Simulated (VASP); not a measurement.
```xyz
2
Lattice="0.0000 2.0169 2.0169 2.0169 0.0000 2.0169 2.0169 2.0169 0.0000" Properties=species:S:1:pos:R:3 pbc="T T T"
Al     2.0169     2.0169     2.0169
N      0.0000     0.0000     0.0000
```

Level of theory: r2SCAN meta-GGA, VASP's PBE PAW potentials (set 64) (plane waves; VASP). Settings: 520 eV cut-off, 10×10×10 Γ-centred mesh, Gaussian smearing of 0.050 eV, potentials Al N.

Q: What does the run give for the energy per atom (σ→0), band gap (on the k-mesh) with the smallest direct gap where there is one?

A: 
The band gap (on the k-mesh) is 5.56 eV and the smallest direct gap (on the k-mesh) comes out as 6.62 eV. The energy per atom (σ→0) is -9.448 eV/atom.

The absolute energy has meaning only against runs of the same code, potentials and settings.

The structure comes from a computed database's AlN entry (Fm-3m); how it stands against other phases isn't given here. It was relaxed first. The start is the result of an earlier pass.
